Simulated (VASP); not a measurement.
AlAs (zinc blende), at 1.04 of the tabulated volume:

```
CELL_PARAMETERS angstrom
      0.00000     2.86724     2.86724
      2.86724     0.00000     2.86724
      2.86724     2.86724     0.00000
ATOMIC_POSITIONS crystal
  Al 0.00000 0.00000 0.00000
  As 0.25000 0.25000 0.25000
```

The lowest empty band near X, direction across the valley's axis, from mBJ (TB09) with spin-orbit coupling in VASP (PAW); its two spin partners are averaged. The gap over the points computed is 2.14 eV, and the next band on that side lies 0.61 eV away at the edge.

Numerical set-up: 400 eV cut-off, 9×9×9 Γ-centred mesh, Gaussian smearing of 0.050 eV, potentials Al As.

```
distance from the edge in k (1/Å)  distance in energy (meV)
---------------------------------  ------------------------
0.018                                                   4.6
0.025                                                   8.9
0.035                                                  17.3
0.050                                                  35.3
0.070                                                  68.9
```

Question: Fit E(1 + αE) = ħ²k²/2m* (ħ²/2m0 = 3.810 eV Å²) and predict the row at 0.095 1/Å.

Answer: The rows don't resolve α, so a parabola serves: the electron mass is m* = 0.271 m0, and so 127.1 meV. The run gave 126.0 meV, -1.1 meV from the fit.

Left out are points under 3 meV from the edge, since the levels carry 0.1 meV, and points farther than half the way to the next band.

The compound is AlAs in the zinc blende structure. The cell was not relaxed at this level.
